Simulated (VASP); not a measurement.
# SiBrCl₃: constrained molecular dynamics

SiBrCl₃, molecule in box, 5 atoms in the cell. PBE, constrained or biased molecular dynamics; PAW potentials Cl, Si, Br (PBE set).

Held coordinates: R 4 1.

## Input

INCAR:
```
PREC = Normal ; EDIFF = 1E-5
LREAL = F ; ALGO = Normal
NELMIN = 4 ; ISYM = 0
LWAVE = F ; LCHARG = F
IBRION = 0 ; ISIF = 2
TEBEG = 400 ; POTIM = 1.0
RANDOM_SEED = 874150 0 0 ; ENCUT = 260
ISMEAR = 0 ; SIGMA = 0.02
MDALGO = 2 ; SMASS = 0
LBLUEOUT = T ; NSW = 40
```

KPOINTS:
```
k-points
0
Gamma
  1 1 1
```

ICONST:
```
R 4 1 0
R 4 3 7
A 1 4 3 7
M 4 1 3 7
P 4 1 4 3 7
W 4 1 2.43 9 14 7
cX 4 7
X 1 7
```

POSCAR:
```
SiBrCl3
1.0
    9.0000000000      0.0000000000      0.0000000000
    0.0000000000      9.5000000000      0.0000000000
    0.0000000000      0.0000000000      9.5000000000
Cl Si Br
3 1 1
Direct
    0.3827444500      0.4299157900      0.6702315800
    0.6653444500      0.3309157900      0.4722526400
    0.3346555500      0.3781263200      0.3297684200
    0.4778888900      0.4483473700      0.4781473700
    0.5324444500      0.6690842100      0.4376526400
```

Commands:
```
cat potpaw_PBE.64/Cl/POTCAR potpaw_PBE.64/Si/POTCAR potpaw_PBE.64/Br/POTCAR > POTCAR
mpirun -np 1 vasp_gam > vasp.out
```

## Result

- Mean force dA/dxi (eV per unit): -0.18

The thermostat is set to 400 K; the run averages 398 K.

The constraints are off by 4.9e-06 at most, with SHAKETOL = 1e-05.

ICONST:
```
R 4 1 0
R 4 3 7
A 1 4 3 7
M 4 1 3 7
P 4 1 4 3 7
W 4 1 2.43 9 14 7
cX 4 7
X 1 7
```

REPORT:
```
MDALGO =   2
               SCALING =       0
                 CNEXP =     9.000   14.000
           EQUI_REGIME =      0
          SHAKEMAXITER =      1000
              SHAKETOL =   0.100000E-04
          SHAKETOLSOFT =   0.100000E-04
              SHAKESCA =    2.00000000
           RANDOM_SEED =            874150                0                0

   original number of atomic DOF:         12
   number of independent constraints:      1
   number of active DOF:                  11

========================================
         MD step No.       1
========================================

  Atomic velocities initialized by STEP_tb

  >Monit_coord
   mc> R          2.02331
   mc> A          1.90726
   mc> M          1.17094
   mc> P          1.00000
   mc> W          0.87500
   mc> cX         4.30100
   mc> X          0.38274

  SHAKE converged in   10 steps

  >Const_coord
   cc> R    2.02332   2.02331 -0.328479E-05

  >Blue_moon
        lambda        |z|^(-1/2)    GkT           |z|^(-1/2)*(lambda+GkT)
   b_m>  0.272625E+01  0.395865E+01 -0.520176E-14  0.107923E+02

  >Energies
                    E_tot             E_pot             E_kin               EPS                ES
[... 57 lines left out ...]
   mc> M          1.18799
   mc> P          0.96848
   mc> W          0.87500
   mc> cX         4.30321
   mc> X          0.37216

  SHAKE converged in    7 steps

  >Const_coord
   cc> R    2.02332   2.02332  0.430603E-05

  >Blue_moon
        lambda        |z|^(-1/2)    GkT           |z|^(-1/2)*(lambda+GkT)
   b_m> -0.440609E+00  0.395865E+01  0.515406E-13 -0.174422E+01

  >Energies
                    E_tot             E_pot             E_kin               EPS                ES
   e_b>   -0.17991028E+02   -0.18105012E+02    0.16295682E+00    0.81385407E-05   -0.48859409E-01

  >Temperature
               T_sim     T_inst
   tmprt>    400.000    343.823

  >Thermostat:
           s(n+1) sdot(n+1)      s(n)   sdot(n)        Qs
   s_b>  -0.13042  -0.00242  -0.12886  -0.00070   0.00399

           RANDOM_SEED =            874150               30                0
```

Limits: the run is only 0.04 ps long, so its averages are rough.

VASP 6.6.1 took 92 s on 1 core (Intel Xeon Platinum 8259CL @ 2.50GHz (Skylake/Cascade Lake)), a shared host.
